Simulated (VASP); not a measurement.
Level of theory: PBE GGA, VASP's PBE PAW potentials (set 64) (plane waves; VASP 6.6.1).

The input files of a VASP run:

### POSCAR
```
W
1.0
 -1.5760955651   1.5760955651   1.5760955651
  1.5760955651  -1.5760955651   1.5760955651
  1.5760955651   1.5760955651  -1.5760955651
W
1
Direct
  0.0000000000   0.0000000000   0.0000000000
```

KPOINTS:
```
Automatic mesh
0
Gamma
  16 16 16
0 0 0
```

INCAR:
```
ALGO = Normal
EDIFF = 1E-6
EDIFFG = -0.02
ENCUT = 500
GGA = PE
IBRION = 2
ISIF = 3
ISMEAR = 1
LASPH = T
LCHARG = F
LMAXMIX = 6
LREAL = F
LWAVE = F
NELM = 100
NSW = 40
PREC = Accurate
PSTRESS = 200
SIGMA = 0.1
SYSTEM = W
```

POTCAR, in this order: W_sv (PBE.64 set). Program: vasp_std.

Energy and stress use the plane-wave basis of the starting cell. Unless said otherwise, spin-orbit coupling is left out, though it shifts the bands of the heavy elements here.

**Question.** What does the run give for the energy per atom (σ→0), volume per atom, band gap (on the k-mesh)?

**Answer.** 
The energy per atom (σ→0) is -12.903 eV/atom and the band gap (on the k-mesh) is none (metal, semimetal or under 0.01 eV). The volume per atom is 15.24 Å³/atom.

OSZICAR:
```
...
   3 F= -.11000602E+02 E0= -.11000392E+02  d E =-.137186E-01
       N       E                     dE             d eps       ncg     rms          rms(c)
DAV:   1    -0.129030987522E+02    0.24919E-02   -0.67498E-03  3316   0.132E+00    0.233E-01
DAV:   2    -0.129028546936E+02    0.24406E-03   -0.35084E-04  3286   0.260E-01    0.541E-02
DAV:   3    -0.129028128612E+02    0.41832E-04   -0.11728E-04  3355   0.146E-01    0.404E-02
DAV:   4    -0.129028155170E+02   -0.26558E-05   -0.29594E-06  3242   0.231E-02    0.544E-03
DAV:   5    -0.129028154452E+02    0.71793E-07   -0.21768E-07  1621   0.632E-03
   4 F= -.11000649E+02 E0= -.11000438E+02  d E =-.137664E-01
```

The compound is W in the bcc structure. This run relaxes it under an external pressure of 20 GPa. Symmetry was kept, so distortions that lower it aren't found.
